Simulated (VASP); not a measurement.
Crystal: AlB3P4.

```
Al B P
1.0
     3.42000    0.00000    0.00000
     0.00000    3.42000    0.00000
     0.00000    0.00000    9.69000
Al B P
1 3 4
Direct
  0.00000 0.00000 0.00000
  0.50000 0.50000 0.73000
  0.00000 0.00000 0.50000
  0.50000 0.50000 0.27000
  0.00000 0.50000 0.61500
  0.50000 0.00000 0.38500
  0.00000 0.50000 0.14500
  0.50000 0.00000 0.85500
```

The cell was built by a generator and needn't be a form met in nature.

* Program: VASP 6.6.1
* Task: relaxation of cell and atoms
* Functional: PBE
* Potentials or basis: VASP PAW PBE potentials, release 64 (Al, B, P)
* Cutoff: 520 eV
* k mesh: 4 × 4 × 2
* Occupations: gaussian, width 0.15 eV
* Spin: no spin polarisation

At the start: pressure -1.6 GPa; volume 14.17 Å³/atom.

**Question.** Where does the relaxation end?

**Answer.** Over 8 steps the energy falls by 57.0 meV/atom and the volume is 13.79 Å³/atom (-2.7 %); space group P-4m2 (No. 115, to 0.05 Å).

The path:
| step | energy change (eV) | largest force (eV/Å) | pressure (GPa) | volume (Å³) |
| --- | --- | --- | --- | --- |
| 1 | 0.0000 | 2.8238 | -1.57 | 113.34 |
| 2 | -0.4004 | 0.7380 | -0.61 | 111.07 |
| 3 | -0.4037 | 0.6084 | -0.75 | 111.25 |
| 4 | -0.4410 | 0.2589 | 0.46 | 110.08 |
| 5 | -0.4447 | 0.3093 | 1.05 | 109.53 |
| 6 | -0.4546 | 0.0477 | -0.29 | 110.61 |
| 7 | -0.4547 | 0.0511 | -0.28 | 110.54 |
| 8 | -0.4563 | 0.0540 | 0.04 | 110.29 |

Final structure:
```
Al B P
1.0
     3.35687    0.00000    0.00000
     0.00000    3.35687    0.00000
     0.00000    0.00000    9.78774
Al B P
1 3 4
Direct
  0.00000 0.00000 0.00000
  0.50000 0.50000 0.72732
  0.00000 0.00000 0.50000
  0.50000 0.50000 0.27268
  0.00000 0.50000 0.61343
  0.50000 0.00000 0.38657
  0.00000 0.50000 0.16087
  0.50000 0.00000 0.83913
```

Caveat: the k mesh is coarse (spacing up to 0.46 Å⁻¹), so the values aren't converged.
